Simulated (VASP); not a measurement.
# Al2GaP3 (P1) in VASP: relaxation of cell and atoms with PBE

Aim: the relaxation of cell and atoms of Al2GaP3 with PBE.

Everything below comes from runs of VASP 6.6.1. Logs are shortened: lines on timing, memory, paths and dates and some standing lists are left out, and cuts for length are marked.

**1. Starting point**

The typed cell holds 12 atoms: a = 6.794 Å, b = 13.744 Å, c = 6.822 Å, α = 146.99°, β = 58.49°, γ = 133.32°.

The cell was built by a generator and needn't be a form met in nature.

**2. Relaxation of cell and atoms, PBE**

Contents of INCAR:

```
PREC = Normal ; ENCUT = 520
EDIFF = 1E-5 ; ISMEAR = 0
SIGMA = 0.05 ; LREAL = Auto
LASPH = True ; NELM = 80
ALGO = Fast ; ISIF = 3
LWAVE = False ; LCHARG = False
GGA = PE ; IBRION = 2
NSW = 110 ; EDIFFG = -0.03
ISYM = 0 ; KPAR = 8
```

Contents of KPOINTS:

```
regular mesh
0
Gamma
  5 5 5
```

Contents of POSCAR:

```
Al2GaP3
1.0
   -1.9760513000      5.9318800600      2.6590970100
    3.9783355300    -11.9460524400      5.5114202300
    1.9010463600      5.9480174700     -2.7464277800
Al Ga P
4 2 6
Direct
    0.6550200400      0.9981682200      0.6789179000
    0.6869014500      0.5150443400      0.6911521200
    0.3103285800      0.9832345600      0.3033342700
    0.3220748900      0.4820057800      0.3218464900
    0.0055402000      0.0084582700      0.0104342300
    0.9949592400      0.4886163300      0.9886253500
    0.7298671300      0.1293095300      0.5321649800
    0.7431657700      0.6154490500      0.5019698100
    0.1181634600      0.1414629800      0.8432315400
    0.0629849800      0.5863327600      0.7744631400
    0.3907507100      0.1263485300      0.1850688100
    0.4568015500      0.6541634900      0.1914796900
```

Potentials or basis: VASP PAW PBE potentials, release 64 (Al, Ga_d, P).

On the command line:

```bash
$ cat potpaw_PBE.64/Al/POTCAR potpaw_PBE.64/Ga_d/POTCAR potpaw_PBE.64/P/POTCAR > POTCAR
$ mpirun -np 8 vasp_std > vasp.out
```

OUTCAR:

```text
PREC = Normal
   ENCUT = 520
   EDIFF = 1E-5
   ISMEAR = 0
   LREAL = Auto
   LASPH = True
   NELM = 80
   ISIF = 3
   GGA = PE
   IBRION = 2
   NSW = 110
   EDIFFG = -0.03
   ISYM = 0

 ion  position               nearest neighbor table
   1  0.655  0.998  0.679-  12 2.19   7 2.40  11 2.43   9 2.55
   2  0.687  0.515  0.691-  10 2.23  12 2.31   8 2.34  11 2.47
   3  0.310  0.983  0.303-   9 2.33  11 2.35   7 2.48  10 2.52
   4  0.322  0.482  0.322-   9 2.16  10 2.25   8 2.40  12 2.63
   5  0.006  0.008  0.010-  11 2.26   9 2.43   8 2.49   7 2.51
   6  0.995  0.489  0.989-   7 2.28   8 2.41  10 2.43  12 2.53
   7  0.730  0.129  0.532-   6 2.28   1 2.40   3 2.48   5 2.51
   8  0.743  0.615  0.502-   2 2.34   4 2.40   6 2.41   5 2.49
   9  0.118  0.141  0.843-   4 2.16   3 2.33   5 2.43   1 2.55
  10  0.063  0.586  0.774-   2 2.23   4 2.25   6 2.43   3 2.52
  11  0.391  0.126  0.185-   5 2.26   3 2.35   1 2.43   2 2.47
  12  0.457  0.654  0.191-   1 2.19   2 2.31   6 2.53   4 2.63

IMPORTANT INFORMATION: All symmetrisations will be switched off!
NOSYMM: (Re-)initialisation of all symmetry stuff for point group C_1.

----------------------------------------------------------------------------------------

                                     Primitive cell

  volume of cell :     250.2217

  direct lattice vectors                    reciprocal lattice vectors
    -1.976051300  5.931880060  2.659097010     0.000107690  0.085538866  0.185328519
     3.978335530-11.946052440  5.511420230     0.128317573  0.001486744  0.092039862
     1.901046360  5.948017470 -2.746427780     0.257606785  0.085802443  0.000027988

  length of vectors
     6.794319443 13.744492549  6.821712002     0.204116557  0.157920696  0.271520377

  position of ions in fractional coordinates (direct lattice)
     0.655020040  0.998168220  0.678917900
     0.686901450  0.515044340  0.691152120
     0.310328580  0.983234560  0.303334270
     0.322074890  0.482005780  0.321846490
     0.005540200  0.008458270  0.010434230
     0.994959240  0.488616330  0.988625350
     0.729867130  0.129309530  0.532164980
     0.743165770  0.615449050  0.501969810
     0.118163460  0.141462980  0.843231540
     0.062984980  0.586332760  0.774463140
     0.390750710  0.126348530  0.185068810
     0.456801550  0.654163490  0.191479690

  ion indices of the primitive-cell ions
   primitive index   ion index
                 1           1
                 2           2
                 3           3
                 4           4
                 5           5
                 6           6
                 7           7
                 8           8
                 9           9
                10          10
                11          11
                12          12

----------------------------------------------------------------------------------------

 KPOINTS: regular mesh

Automatic generation of k-mesh.
 Grid dimensions read from file:
 generate k-points for:    5    5    5

 Generating k-lattice:

  Cartesian coordinates                     Fractional coordinates (reciprocal lattice)
     0.000021538  0.017107773  0.037065704     0.200000000  0.000000000  0.000000000
     0.025663515  0.000297349  0.018407972     0.000000000  0.200000000  0.000000000
     0.051521357  0.017160489  0.000005598    -0.000000000  0.000000000  0.200000000

  Length of vectors
     0.040823311  0.031584139  0.054304075

  Shift w.r.t. Gamma in fractional coordinates (k-lattice)
     0.000000000  0.000000000  0.000000000

 Subroutine IBZKPT returns following result:
 ===========================================

 Found     63 irreducible k-points:

 Following reciprocal coordinates:
            Coordinates               Weight
  0.000000  0.000000  0.000000      1.000000
  0.200000  0.000000  0.000000      2.000000
  0.400000  0.000000  0.000000      2.000000
  0.000000  0.200000  0.000000      2.000000
  0.200000  0.200000 -0.000000      2.000000
  0.400000  0.200000  0.000000      2.000000
[... 16 lines left out ...]
 -0.200000  0.200000  0.200000      2.000000
 -0.000000  0.400000  0.200000      2.000000
 [... further k-points ...]
   k-points           NKPTS =     63   k-points in BZ     NKDIM =     63   number of bands    NBANDS=     41
   number of dos      NEDOS =    301   number of ions     NIONS =     12
   total plane-waves  NPLWV = 128000
   dimension x,y,z NGX =    40 NGY =   80 NGZ =   40
   dimension x,y,z NGXF=    80 NGYF=  160 NGZF=   80
   ions per type =               4   2   6
   NGX,Y,Z   is equivalent  to a cutoff of   9.79,  9.68,  9.75 a.u.
   NGXF,Y,Z  is equivalent  to a cutoff of  19.57, 19.35, 19.50 a.u.
 SYSTEM =  unknown system
   PREC   = normal    normal or accurate (medium, high low for compatibility)
   ISTART =      0    job   : 0-new  1-cont  2-samecut
   ICHARG =      2    charge: 1-file 2-atom 10-const
   ISPIN  =      1    spin polarized calculation?
   LNONCOLLINEAR =      F non collinear calculations
   LSORBIT =      F    spin-orbit coupling
   LASPH  =      T    aspherical Exc in radial PAW
   ENCUT  =  520.0 eV  38.22 Ry    6.18 a.u.  12.63 25.56 12.68*2*pi/ulx,y,z
   NELM   =     80;   NELMIN=  2; NELMDL= -5     # of ELM steps
   EDIFF  = 0.1E-04   stopping-criterion for ELM
   LREAL  =      T    real-space projection
   EDIFFG = -.3E-01   stopping-criterion for IOM
   NSW    =    110    number of steps for IOM
   IBRION =      2    ionic relax: 0-MD 1-quasi-New 2-CG
   NFREE  =      1    steps in history (QN), initial steepest desc. (CG)
   ISIF   =      3    stress and relaxation
   ISYM   =      0    0-nonsym 1-usesym 2-fastsym
   POTIM  = 0.5000    time-step for ionic-motion
   TEBEG  =    0.0;   TEEND  =   0.0 temperature during run
   PSTRESS=    0.0 pullay stress
   NELECT =      68.0000    total number of electrons
   NUPDOWN=      -1.0000    fix difference up-down
   EMIN   =  10.00;   EMAX   =-10.00  energy-range for DOS
   EFERMI =   0.00;   METHOD = LEGACY
   ISMEAR =     0;   SIGMA  =   0.05  broadening in eV -4-tet -1-fermi 0-gaus
   EFERMI_NEDOS =   21; number of points for ismear=-14 and -15
   IALGO  =     68    algorithm
   IMIX   =      4    mixing-type and parameters
     AMIX     =   0.40;   BMIX     =  1.00
     AMIX_MAG =   1.60;   BMIX_MAG =  1.00
  volume/ion in A,a.u.               =      20.85       140.71
  Fermi-wavevector in a.u.,A,eV,Ry     =   1.060399  2.003864 15.299031  1.124447
  Thomas-Fermi vector in A             =   2.195779
   LORBIT       =      0    0 simple, 1 ext, 2 COOP (PROOUT), +10 PAW based schemes
   GGA     = PE    functional components
   LHFCALC =     F    Hartree Fock is set to
   AEXX    =    0.0000 exact exchange contribution
   IVDW    =     0    specifies the selected vdW correction
   LEPSILON=     F    determine dielectric tensor
   LRPA    =     F    only Hartree local field effects (RPA)
 conjugate gradient relaxation of ions
 non-spin polarized calculation
 RMM-DIIS sequential band-by-band and
 Gauss-broadening in eV      SIGMA  =   0.05
  energy-cutoff  :      520.00
  volume of cell :      250.22
 maximum number of plane-waves:      6762
   NGX = 25   NGY = 51   NGZ = 25

--------------------------------------- Ionic step        1  -------------------------------------------

 number of electron      68.0000009 magnetization

 Free energy of the ion-electron system (eV)
  ---------------------------------------------------
  ext. energy  EPLUGINS =         0.00000000
  ---------------------------------------------------
  free energy    TOTEN  =       -58.27264685 eV

  energy without entropy =      -58.27264685  energy(sigma->0) =      -58.27264685

------------------------ aborting loop because EDIFF is reached ----------------------------------------

  FORCE on cell =-STRESS in cart. coord.  units (eV):
  Direction    XX          YY          ZZ          XY          YZ          ZX
  --------------------------------------------------------------------------------------
  -------------------------------------------------------------------------------------
  Total        6.3708660     -1.2776216      2.5678364      0.2548193      2.0321882      0.9742032
  in kB       40.7928608     -8.1806523     16.4419393      1.6316165     13.0121663      6.2378543
  external PRESSURE =      16.3513826 kB  Pullay stress =       0.0000000 kB
[... 119 lines left out ...]
  FREE ENERGIE OF THE ION-ELECTRON SYSTEM (eV)
  ---------------------------------------------------
  free  energy   TOTEN  =       -59.3898720515 eV

  energy  without entropy=      -59.3898720515  energy(sigma->0) =      -59.38987205

[... ionic steps 4 to 17 ...]

--------------------------------------- Ionic step       18  -------------------------------------------

 number of electron      68.0000006 magnetization

------------------------ aborting loop because EDIFF is reached ----------------------------------------

  FORCE on cell =-STRESS in cart. coord.  units (eV):
  Direction    XX          YY          ZZ          XY          YZ          ZX
  --------------------------------------------------------------------------------------
  -------------------------------------------------------------------------------------
  Total        0.1558924      0.0992178      0.2151380      0.0195796     -0.0569640      0.0450934
  in kB        0.9981901      0.6352985      1.3775437      0.1253696     -0.3647443      0.2887360
  external PRESSURE =       1.0036774 kB  Pullay stress =       0.0000000 kB
[... 77 lines left out ...]
  energy  without entropy=      -59.7338419544  energy(sigma->0) =      -59.73384195

--------------------------------------- Ionic step       20  -------------------------------------------

 number of electron      68.0000005 magnetization

 Free energy of the ion-electron system (eV)
  ---------------------------------------------------
  ext. energy  EPLUGINS =         0.00000000
  ---------------------------------------------------
  free energy    TOTEN  =       -59.73442578 eV

  energy without entropy =      -59.73442578  energy(sigma->0) =      -59.73442578

 E-fermi :   4.5663     XC(G=0):  -9.3053

 val. band max:        4.3419552066   @ k =   0.0000   0.0000   0.0000
 cond. band min:       6.1395722810   @ k =   0.4000   0.2000   0.4000
 fundamental gap:      1.7976170744
 Fermi energy:         4.5663042800

 k-point     1 :       0.0000    0.0000    0.0000
  band No.  band energies     occupation
      1      -9.9239      2.00000
      2      -9.9208      2.00000
      3      -9.8943      2.00000
      4      -9.8918      2.00000
      5      -9.8668      2.00000
      6      -9.8636      2.00000
[... 1045 lines left out ...]
     40       8.2505      0.00000
     41       8.4809      0.00000

 [... further k-points ...]

------------------------ aborting loop because EDIFF is reached ----------------------------------------

  FORCE on cell =-STRESS in cart. coord.  units (eV):
  Direction    XX          YY          ZZ          XY          YZ          ZX
  --------------------------------------------------------------------------------------
  -------------------------------------------------------------------------------------
  Total       -0.0139812     -0.0300583      0.0268399      0.0052094     -0.0077480      0.0214345
  in kB       -0.0894368     -0.1922806      0.1716924      0.0333244     -0.0495631      0.1371148
  external PRESSURE =      -0.0366750 kB  Pullay stress =       0.0000000 kB
[... 27 lines left out ...]
  FREE ENERGIE OF THE ION-ELECTRON SYSTEM (eV)
  ---------------------------------------------------
  free  energy   TOTEN  =       -59.7344257792 eV

  energy  without entropy=      -59.7344257792  energy(sigma->0) =      -59.73442578

 reached required accuracy - stopping structural energy minimisation
```

It took 28 min on 8 MPI ranks of Intel Xeon Platinum 8488C (Sapphire Rapids), shared host; peak memory 0.7 GiB.

What came out:

```yaml
Free_energy: -59.7344 eV
Relaxed_volume: 20.87 Å³/atom
Relaxed_cell: a = 6.745 Å, b = 13.490 Å, c = 6.745 Å, α = 146.44°, β = 59.97°, γ = 131.85°
Space_group_after_relaxing_to_0.05_Å: Imm2 (No. 44)
Energy_gained_by_relaxing: 121.8 meV/atom
Ionic_steps: 20
Pressure_after_relaxing: 0.0 GPa
Largest_force_after_relaxing: 0.021 eV/Å
Band_gap_on_the_k_mesh: 1.80 eV, indirect (least direct gap 2.00 eV)
```

Forces in eV/Å, atoms in the order of the input:
```
Al  -0.010  0.002  0.001
Al   0.004 -0.003  0.002
Al  -0.003  0.004  0.002
Al  -0.002  0.000 -0.006
Ga   0.003  0.001  0.011
Ga   0.017 -0.002  0.002
P   -0.008  0.007 -0.003
P   -0.004 -0.004 -0.001
P   -0.001  0.012  0.013
P    0.003 -0.013 -0.015
P   -0.005  0.013 -0.008
P    0.006 -0.016  0.003
```

Step by step:
```
step  energy change (eV)  largest force (eV/Å)  pressure (GPa)  volume (Å³)
   1              0.0000                3.0940            1.64       250.22
   2             -1.1170                0.9574           -2.16       257.93
   3             -1.1172                0.9679           -2.11       257.77
   4             -1.3457                0.5361            0.47       248.75
   5             -1.3462                0.5278            0.33       249.12
   6             -1.3935                0.3437            0.10       249.92
   7             -1.4061                0.2738           -0.11       250.59
   8             -1.4286                0.2023           -0.01       250.43
   9             -1.4309                0.2468           -0.01       250.36
  10             -1.4472                0.1420            0.05       250.23
  11             -1.4502                0.1488            0.07       250.16
  12             -1.4504                0.1534            0.06       250.14
  13             -1.4575                0.0702            0.00       250.44
  14             -1.4585                0.0767            0.03       250.56
  15             -1.4586                0.0973            0.00       250.60
  16             -1.4602                0.0493           -0.06       250.68
  17             -1.4603                0.0532           -0.07       250.70
  18             -1.4612                0.0485            0.10       250.22
  19             -1.4612                0.0502            0.07       250.22
  20             -1.4618                0.0206            0.00       250.46
```

Final structure:
```cif
data_structure
_symmetry_space_group_name_H-M 'P 1'
_symmetry_Int_Tables_number 1
_cell_length_a 6.7454
_cell_length_b 13.4901
_cell_length_c 6.7455
_cell_angle_alpha 146.437
_cell_angle_beta 59.973
_cell_angle_gamma 131.852
_cell_volume 250.46
loop_
_atom_site_label
_atom_site_type_symbol
_atom_site_fract_x
_atom_site_fract_y
_atom_site_fract_z
_atom_site_occupancy
Al1 Al 0.66342 0.99834 0.66927 1
Al2 Al 0.66648 0.49833 0.66843 1
Al3 Al 0.33030 0.99863 0.33585 1
Al4 Al 0.33223 0.49788 0.33433 1
Ga1 Ga 0.99568 0.99767 0.00199 1
Ga2 Ga 0.99969 0.49831 0.00142 1
P1 P 0.74564 0.12290 0.50271 1
P2 P 0.74776 0.62221 0.50097 1
P3 P 0.08000 0.12313 0.83503 1
P4 P 0.08386 0.62395 0.83500 1
P5 P 0.41432 0.12369 0.16915 1
P6 P 0.41717 0.62355 0.16855 1
```

Caveat: an odd mesh through Γ misses points on the zone boundary, where band edges often lie.
